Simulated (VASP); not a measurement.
An input for Ansatz (written as the equivalent of a VASP run, and not itself run):

Ansatz 0.2 input:
```yaml
crystal:
  lattice:
    - [1.6144463, -2.7963030, 0.0000000]
    - [1.6144463, 2.7963030, 0.0000000]
    - [0.0000000, 0.0000000, 5.1733134]
  atoms:
    - { symbol: Zr, position: [0.3333330, 0.6666670, 0.2500000] }
    - { symbol: Zr, position: [0.6666670, 0.3333330, 0.7500000] }
kpoints:
  mp_grid: { grid: [12, 12, 8] }
hamiltonian:
  xc: pbe
  pseudopotentials: { kind: paw }
scf:
  occupations: { method: methfessel_paxton, width: 0.1 }
  max_iter: 100
relax:
  max_steps: 40
  f_tol: 0.01
  cell: { p_target: 5 }
output: { forces: true, stress: true, eigenvalues: true }
```

Task: Translate this input to VASP (INCAR, KPOINTS, POSCAR, choice of POTCAR).

Result: One answer among several that fit: 
### KPOINTS
```
Automatic mesh
0
Gamma
12 12 8
0 0 0
```

### INCAR
```
SYSTEM  =  Zr
PREC  =  Accurate; ENCUT  =  480; LREAL  =  F
LASPH  =  T
EDIFF  =  1E-7; NELM  =  100; ALGO  =  Normal
LMAXMIX  =  4
ISMEAR  =  1; SIGMA  =  0.1
GGA  =  PE
IBRION  =  2; NSW  =  40; ISIF  =  3
EDIFFG  =  -0.01; PSTRESS  =  50
LWAVE  =  F; LCHARG  =  F
```

POSCAR:
```
Zr
1.0
  1.6144463427  -2.7963030376   0.0000000000
  1.6144463427   2.7963030376   0.0000000000
  0.0000000000   0.0000000000   5.1733134300
Zr
2
Cartesian
  1.6144463427   0.9321028767   1.2933283575
  1.6144463427  -0.9321028767   3.8799850725
```

POTCAR, in this order: Zr_sv (PBE.64 set). Program: vasp_std.

What does not carry over: each code has its own PAW files, so the cut-off isn't converted (ENCUT is set for VASP's; basis.ecutwfc is left out, and Ansatz then takes the one that its files recommend); Ansatz stops its SCF on the density residual and VASP on the energy change (EDIFF).

The compound is Zr in the hcp structure. This run relaxes it under an external pressure of 5 GPa. Symmetry was kept, so distortions that lower it aren't found.
